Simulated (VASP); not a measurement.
# MgZn2O3 (space group P-3m1): computed properties

The numbers are results of PBEsol GGA, VASP's PBE PAW potentials (set 64) (plane waves; VASP), not measurements.

```yaml
space_group: P-3m1 (164)
cell: a = b = 3.010 Å, c = 7.345 Å, α = β = 90.00°, γ = 120.00°
volume_per_atom: 9.60 Å³/atom
band gap (over mesh and band path): 1.84 eV
smallest direct gap (over mesh and band path): 1.84 eV
band_edge_character_without_spin_orbit_coupling: direct, Γ to Γ
band_gap_with_spin_orbit_coupling: 1.83 eV
density: 5.85 g/cm³
optical Γ-point spectrum: 118 (×2), 143 (×2), 228 (×2), 253, 278, 300 (×2), 349 (×2), 366, 543, 560 cm⁻¹
```

```cif
data_MgO3Zn2
_chemical_formula_sum 'Mg1 Zn2 O3'
_space_group_name_H-M_alt 'P 1'
_space_group_IT_number 1
_cell_length_a 3.00985
_cell_length_b 3.00985
_cell_length_c 7.34497
_cell_angle_alpha 90.000
_cell_angle_beta 90.000
_cell_angle_gamma 120.000
loop_
_space_group_symop_operation_xyz
  'x, y, z'
loop_
_atom_site_label
_atom_site_type_symbol
_atom_site_fract_x
_atom_site_fract_y
_atom_site_fract_z
_atom_site_occupancy
Mg1 Mg 0.00000 0.00000 0.00000 1
Zn1 Zn 0.33333 0.66667 0.66851 1
Zn2 Zn 0.66667 0.33333 0.33149 1
O1 O 0.33333 0.66667 0.16107 1
O2 O 0.66667 0.33333 0.83893 1
O3 O 0.00000 0.00000 0.50000 1
```

The structure comes from a computed database's MgZn2O3 entry (P-3m1); how it stands against other phases isn't given here. It was relaxed first. Symmetry was kept, so distortions that lower it aren't found.
